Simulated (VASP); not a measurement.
Computed with PBE GGA, VASP's PBE PAW potentials (set 64) (plane waves; VASP).

VASP input:

**POSCAR**
```
Re
1.0
  1.3542384101  -2.3456096130   0.0000000000
  1.3542384101   2.3456096130   0.0000000000
  0.0000000000   0.0000000000   4.3888401808
Re
2
Cart
  1.3542384101   0.7818714347   1.0972100452
  1.3542384101  -0.7818714347   3.2916301356
```

**KPOINTS**
```
Automatic mesh
0
Gamma
15 15 8
0 0 0
```

**INCAR**
```
SYSTEM=Re
PREC=Accurate; ENCUT=500; LREAL=.FALSE.
LASPH=.TRUE.
EDIFF=1E-6; NELM=100; ALGO=Normal
LMAXMIX=6
ISMEAR=1; SIGMA=0.1
GGA=PE
IBRION=2; NSW=40; ISIF=3
EDIFFG=-0.02; PSTRESS=300
LWAVE=.FALSE.; LCHARG=.FALSE.
```

POTCAR, in this order: Re (PBE.64 set). Program: vasp_std.

Output

### OSZICAR
```
       N       E                     dE             d eps       ncg     rms          rms(c)
DAV:   1     0.290409678854E+02    0.29041E+02   -0.69241E+03  5399   0.159E+03
DAV:   2    -0.195913146246E+02   -0.48632E+02   -0.41708E+02  4698   0.329E+02
DAV:   3    -0.256523288292E+02   -0.60610E+01   -0.49131E+01  5005   0.243E+02
DAV:   4    -0.259707430879E+02   -0.31841E+00   -0.29086E+00  5411   0.268E+01
DAV:   5    -0.259791249027E+02   -0.83818E-02   -0.81428E-02  5125   0.291E+00    0.475E+01
DAV:   6    -0.250475214040E+02    0.93160E+00   -0.77831E-01  5495   0.275E+01    0.210E+01
DAV:   7    -0.246906966535E+02    0.35682E+00   -0.66118E-01  5672   0.243E+01    0.486E-01
DAV:   8    -0.246790960863E+02    0.11601E-01   -0.84075E-03  5582   0.927E-01    0.151E-01
DAV:   9    -0.246784686653E+02    0.62742E-03   -0.44689E-04  5558   0.221E-01    0.372E-02
DAV:  10    -0.246784823058E+02   -0.13640E-04   -0.47487E-05  4934   0.606E-02    0.426E-03
DAV:  11    -0.246784826107E+02   -0.30494E-06   -0.25623E-07  2801   0.199E-02
   1 F= -.19457632E+02 E0= -.19457710E+02  d E =-.194576E+02
```

OUTCAR:
```
------------------------ aborting loop because EDIFF is reached ----------------------------------------
  FORCE on cell =-STRESS in cart. coord.  units (eV):
  Direction    XX          YY          ZZ          XY          YZ          ZX
  --------------------------------------------------------------------------------------
  Total        5.2046372      5.2046367      5.2155417     -0.0000000     -0.0000000      0.0000000
  in kB      299.0683297    299.0682994    299.6949212     -0.0000000     -0.0000000      0.0000000
  external PRESSURE =      -0.7228166 kB  Pullay stress =     300.0000000 kB
  volume of cell :       27.88
      direct lattice vectors                 reciprocal lattice vectors
     1.354238410 -2.345609613  0.000000000     0.369211209 -0.213164201  0.000000000
     1.354238410  2.345609613  0.000000000     0.369211209  0.213164201  0.000000000
     0.000000000  0.000000000  4.388840181     0.000000000  0.000000000  0.227850630
 POSITION                                       TOTAL-FORCE (eV/Angst)
 -----------------------------------------------------------------------------------
      1.35424      0.78187      1.09721         0.000000      0.000000      0.000000
      1.35424     -0.78187      3.29163        -0.000000     -0.000000      0.000000
 -----------------------------------------------------------------------------------
    total drift:                                0.000000      0.000004     -0.000016
  FREE ENERGIE OF THE ION-ELECTRON SYSTEM (eV)
  ---------------------------------------------------
  free  energy   TOTEN  =       -24.6784826107 eV

  energy  without entropy=      -24.6787180135  energy(sigma->0) =      -24.67856108
  enthalpy is  TOTEN    =       -19.4576316617 eV   P V=        5.2208509490

 reached required accuracy - stopping structural energy minimisation
```
(Selected blocks of OUTCAR.)

**OUTCAR**
```
 val. band max:        8.5313041110   @ k =   0.1333   0.0000   0.0000

 cond. band min:       8.5411808157   @ k =   0.3333   0.1333   0.3750


 Fermi energy:         8.5392005259

 k-point     1 :       0.0000    0.0000    0.0000
  band No.  band energies     occupation
      1      -1.6703      2.00000
      2       1.5330      2.00000
      3       6.7992      2.00000
      4       6.8441      2.00000
      5       6.8441      2.00000
      6       7.7463      2.00000
      7       7.7463      2.00000
      8       8.7868     -0.00258
      9       8.7868     -0.00257
     10       9.2735     -0.00000
     11      12.1848      0.00000

 k-point     2 :       0.0667    0.0000    0.0000
  band No.  band energies     occupation
      1      -1.4755      2.00000
      2       1.7171      2.00000
      3       6.3472      2.00000
      4       7.0245      2.00000
      5       7.2282      2.00000
      6       7.6056      2.00000
      7       7.9175      2.00000
      8       8.3479      2.02096
      9       8.6319     -0.03168
     10       8.8537     -0.00008
     11      12.2919      0.00000

 k-point     3 :       0.1333    0.0000    0.0000
  band No.  band energies     occupation
      1      -0.9175      2.00000
      2       2.2137      2.00000
      3       5.7916      2.00000
      4       7.0843      2.00000
      5       7.1831      2.00000
      6       7.5565      2.00000
      7       7.7714      2.00000
      8       8.2462      2.00027
      9       8.4203      2.07049
     10       8.5313      1.13319
     11      12.5391      0.00000

 k-point     4 :       0.2000    0.0000    0.0000
  band No.  band energies     occupation
      1      -0.0815      2.00000
      2       2.7927      2.00000
      3       5.3612      2.00000
      4       5.8113      2.00000
      5       6.7765      2.00000
      6       7.7696      2.00000
      7       8.1615      2.00000
      8       8.4118      2.07022
      9       8.4665      1.93784
...
```

Unless said otherwise, spin-orbit coupling is left out, though it shifts the bands of the heavy elements here.

The compound is Re in the hcp structure. It was relaxed first under an external pressure of 30 GPa.
